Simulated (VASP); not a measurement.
Input:

```
CELL_PARAMETERS angstrom
      0.00000     3.32690     3.32690
      3.32690     0.00000     3.32690
      3.32690     3.32690     0.00000
ATOMIC_POSITIONS crystal
  Hg 0.00000 0.00000 0.00000
  Te 0.25000 0.25000 0.25000
```

Method: PBE GGA, VASP's PBE PAW potentials (set 64) (plane waves; VASP 6.6.1). Numerical set-up: 400 eV cut-off, Gaussian smearing of 0.050 eV, potentials Hg Te.

### Question
Give the energies of bands 2 to 12 at the high-symmetry points, in eV from the Fermi level.

### Answer

```
band      Γ      X      U      L      W
----  -----  -----  -----  -----  -----
2     -6.88  -6.70  -6.72  -6.78  -6.69
3     -6.88  -6.61  -6.65  -6.78  -6.67
4     -6.88  -6.61  -6.54  -6.44  -6.50
5     -6.45  -6.40  -6.43  -6.44  -6.47
6     -6.45  -6.09  -6.02  -6.20  -5.97
7     -0.93  -4.97  -4.98  -4.94  -5.02
8      0.00  -1.92  -2.48  -0.82  -2.23
9      0.00  -1.92  -1.59  -0.82  -2.19
10     0.00   1.91   2.23   0.70   2.89
11     4.38   2.71   4.04   5.11   4.69
12     4.38   7.92   6.98   5.11   5.25
```

It has no gap at this level: it comes out as a metal or semimetal.

The compound is HgTe in the zinc blende structure. It was relaxed first, which changed the volume by +9 %.
